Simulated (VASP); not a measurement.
Crystal: Sr.

```
Sr
1.0
     0.00000    3.01082    3.01082
     3.01082    0.00000    3.01082
     3.01082    3.01082    0.00000
Sr
1
Direct
  0.00000 0.00000 0.00000
```

Base run:

* Program: VASP 6.6.1
* Functional: HSE06
* Potentials or basis: VASP PAW PBE potentials, release 64 (Sr_sv)
* Cutoff: 450 eV
* k mesh: 7 × 7 × 7
* Occupations: methfessel-paxton, width 0.1 eV
* Spin: no spin polarisation

Its results: band gap on the k mesh none (metal or under the smearing width); pressure 0.7 GPa.

Question: After a change of settings the same cell gave: band gap on the k mesh 0.36 eV, indirect (least direct gap 0.85 eV); pressure 0.1 GPa. Which change was it?
A. functional from HSE06 to r2SCAN; k mesh from 7 × 7 × 7 to 12 × 12 × 12
B. functional from HSE06 to PBE0
C. functional from HSE06 to PBEsol; cutoff from 450 eV to 300 eV; k mesh from 7 × 7 × 7 to 12 × 12 × 12
D. functional from HSE06 to PBEsol; k mesh from 7 × 7 × 7 to 12 × 12 × 12

Answer: B.

Caveats: the PAW data sets were made with another functional, which shifts forces and pressure a little; an odd mesh through Γ misses points on the zone boundary, where band edges often lie (some runs).

Runs at the PBE level aren't shown here.
